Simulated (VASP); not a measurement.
Data:

```
CELL_PARAMETERS angstrom
      1.45500    -2.52013     0.00000
      1.45500     2.52013     0.00000
      0.00000     0.00000     2.84000
ATOMIC_POSITIONS crystal
  W  0.00000 0.00000 0.00000
  C  0.33333 0.66667 0.50000
```

All values below come from PBE GGA, VASP's PBE PAW potentials (set 64) (plane waves; VASP). Numerical set-up: 400 eV cut-off, 17×17×15 Γ-centred mesh, Gaussian smearing of 0.27 eV, potentials W_sv C.

At this cut-off the stress carries a Pulay error, which pulls relaxed volumes low.

Task: The ions, cell shape and volume are relaxed. What does this cell relax into?

Result: 
```
CELL_PARAMETERS angstrom
      1.46066    -2.52993     0.00000
      1.46066     2.52993     0.00000
      0.00000     0.00000     2.84668
ATOMIC_POSITIONS crystal
  W  0.00000 0.00000 0.00000
  C  0.33333 0.66667 0.50000
```
Space group P-6m2 (187), at a tolerance of 0.03 Å.

Task: How do energy and volume change from the first to the last step?

Result: The energy (σ→0) changes by -1.4 meV/atom and the volume by +1.0 %, in 8 ionic steps.

```tsv
step	E(σ→0) (eV)	max force (eV/Å)	pressure (GPa)	volume (Å³)
1	-22.4508	0.000	4.17	20.83
2	-22.4324	0.000	-10.73	21.66
3	-22.4535	0.000	-0.03	21.05
4	-22.4535	0.000	-0.05	21.04
5	-22.4528	0.000	2.06	20.93
6	-22.4535	0.000	0.12	21.04
7	-22.4535	0.000	0.11	21.04
8	-22.4535	0.000	0.13	21.04
```

The structure is a typed WC crystal. This run relaxes it. Symmetry was kept, so distortions that lower it aren't found. The run is one of a series of settings (EDIFFG = -0.01, IBRION = 2, ISIF = 3, NSW = 50 against the base run), some of them coarse on purpose.
